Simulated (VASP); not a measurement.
Given:

```
ZnSe
1.0
    0.00000     2.84720     2.84720
    2.84720     0.00000     2.84720
    2.84720     2.84720     0.00000
Zn Se
1 1
Direct
  0.00000   0.00000   0.00000
  0.25000   0.25000   0.25000
```

Level of theory: optB86b-vdW, VASP's PBE PAW potentials (set 64) (plane waves; VASP). Run with 520 eV cut-off, Gaussian smearing of 0.050 eV, potentials Zn Se.

Q: Give the energies of bands 2 to 12 at the high-symmetry points, in eV from the valence-band maximum.

A: 
```
band      Γ      X      U      L      W
----  -----  -----  -----  -----  -----
2     -6.56  -6.51  -6.47  -6.47  -6.44
3     -6.56  -6.32  -6.36  -6.47  -6.36
4     -6.56  -6.32  -6.28  -6.19  -6.24
5     -6.21  -6.16  -6.19  -6.19  -6.24
6     -6.21  -6.04  -5.95  -6.06  -5.92
7      0.00  -4.71  -4.67  -5.15  -4.63
8      0.00  -2.14  -3.03  -0.85  -2.72
9      0.00  -2.14  -1.75  -0.85  -2.60
10     1.15   2.96   3.54   2.46   5.44
11     5.78   3.41   5.52   6.35   5.44
12     5.78  10.58   8.97   6.35   6.88
```

The gap is direct, 1.15 eV, from the valence maximum at Γ to the conduction minimum at Γ.

Measured: gap 2.87 eV (computed value off by -1.72 eV), as given by Wei Chen et al., Physical Review Materials (2018), doi:10.1103/physrevmaterials.2.073803 [zero-point renormalisation of 0.05 eV added back (the table's ZPR column)].

The compound is ZnSe in the zinc blende structure. It was relaxed first.
